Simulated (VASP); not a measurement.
Output of a VASP run:

### OSZICAR
```
       N       E                     dE             d eps       ncg     rms          rms(c)
DAV:   1     0.241541635657E+03    0.24154E+03   -0.21060E+04  1096   0.126E+03
DAV:   2    -0.146315921078E+02   -0.25617E+03   -0.24589E+03  1188   0.287E+02
DAV:   3    -0.227631992437E+02   -0.81316E+01   -0.79413E+01  1282   0.499E+01
DAV:   4    -0.228846200246E+02   -0.12142E+00   -0.12136E+00  1140   0.638E+00
DAV:   5    -0.228867359651E+02   -0.21159E-02   -0.21157E-02  1276   0.810E-01    0.114E+01
DAV:   6    -0.213141638227E+02    0.15726E+01   -0.95039E+00  1264   0.269E+01    0.940E+00
DAV:   7    -0.211807902641E+02    0.13337E+00   -0.77622E-01  1160   0.764E+00    0.499E+00
DAV:   8    -0.211539084714E+02    0.26882E-01   -0.20416E-01  1152   0.290E+00    0.894E-01
DAV:   9    -0.211442758483E+02    0.96326E-02   -0.24517E-02  1164   0.151E+00    0.295E-01
DAV:  10    -0.211429317292E+02    0.13441E-02   -0.10350E-02  1188   0.522E-01    0.934E-02
DAV:  11    -0.211429037991E+02    0.27930E-04   -0.95588E-04  1134   0.239E-01    0.335E-02
DAV:  12    -0.211429053804E+02   -0.15813E-05   -0.30017E-05  1176   0.412E-02    0.108E-02
DAV:  13    -0.211429047296E+02    0.65080E-06   -0.39049E-06  1150   0.170E-02
   1 F= -.21142905E+02 E0= -.21048088E+02  d E =-.189633E+00
```

### OUTCAR
```
------------------------ aborting loop because EDIFF is reached ----------------------------------------
  FORCE on cell =-STRESS in cart. coord.  units (eV):
  Direction    XX          YY          ZZ          XY          YZ          ZX
  --------------------------------------------------------------------------------------
  Total       -8.6918641     -8.6918641     -9.3461850      0.0000000     -0.0000000      0.0000000
  in kB     -126.2620374   -126.2620374   -135.7670063      0.0000000     -0.0000000      0.0000000
  external PRESSURE =    -129.4303603 kB  Pullay stress =       0.0000000 kB
  volume of cell :      110.29
      direct lattice vectors                 reciprocal lattice vectors
     4.165623000  0.000000000  0.000000000     0.240060130  0.000000000  0.000000000
     0.000000000  4.165623000  0.000000000     0.000000000  0.240060130  0.000000000
     0.000000000  0.000000000  6.356101000     0.000000000  0.000000000  0.157329155
 POSITION                                       TOTAL-FORCE (eV/Angst)
 -----------------------------------------------------------------------------------
      0.00000      0.00000      0.00000        -0.000000     -0.000000     -0.000000
      2.08281      2.08281      0.00000        -0.000000      0.000000     -0.000000
      2.08281      0.00000      1.71615        -0.000000     -0.000000      1.692166
      0.00000      2.08281      4.63995        -0.000000     -0.000000     -1.692166
      2.08281      0.00000      4.44927         0.000000      0.000000      0.518788
      0.00000      2.08281      1.90683        -0.000000     -0.000000     -0.518788
 -----------------------------------------------------------------------------------
    total drift:                                0.000000      0.000000      0.000000
  FREE ENERGIE OF THE ION-ELECTRON SYSTEM (eV)
  ---------------------------------------------------
  free  energy   TOTEN  =       -21.1429047296 eV

  energy  without entropy=      -20.9532713518  energy(sigma->0) =      -21.04808804
```
(Selected blocks of OUTCAR.)

File POSCAR:
```
Ag2B
1
    4.1656230000     0.0000000000     0.0000000000
    0.0000000000     4.1656230000     0.0000000000
    0.0000000000     0.0000000000     6.3561010000
Ag B
4 2
Direct
  0.0000000000   0.0000000000   0.0000000000
  0.5000000000   0.5000000000   0.0000000000
  0.5000000000   0.0000000000   0.2700000000
  0.0000000000   0.5000000000   0.7300000000
  0.5000000000   0.0000000000   0.7000000000
  0.0000000000   0.5000000000   0.3000000000
```

Question: Reconstruct the remaining input files.

Answer: This is not unique; one that fits is the input of the run itself, LDA (Ceperley-Alder, Perdew-Zunger), plane waves, VASP's LDA PAW potentials (set 64).

### INCAR
```
! general
SYSTEM  = Ag2B
PREC    = Accurate
ENCUT   = 400
LREAL   = .FALSE.
LASPH   = .TRUE.

! electronic loop
EDIFF   = 1E-6
NELM    = 100
ALGO    = Normal
LMAXMIX = 4

! smearing
ISMEAR  = -1
SIGMA   = 0.136

! ions
ISIF    = 2

! output
LWAVE   = .FALSE.
LCHARG  = .FALSE.
```

**KPOINTS**
```
Automatic mesh
0
Gamma
5 5 4
0 0 0
```

POTCAR, in this order: Ag B (LDA.64 set). Program: vasp_std.

At this cut-off the stress carries a Pulay error, which pulls relaxed volumes low.

The structure was generated: Ag2B was put into an ordered model structure, which need not be its known phase. The cell was not relaxed at this level. The k-mesh is coarse (spacing up to 0.30 per Å, 2π included), so the numbers may not be converged in it. The run is one of a series of settings (GGA removed, POTCAR Ag B (LDA.64 set) against the base run), some of them coarse on purpose.
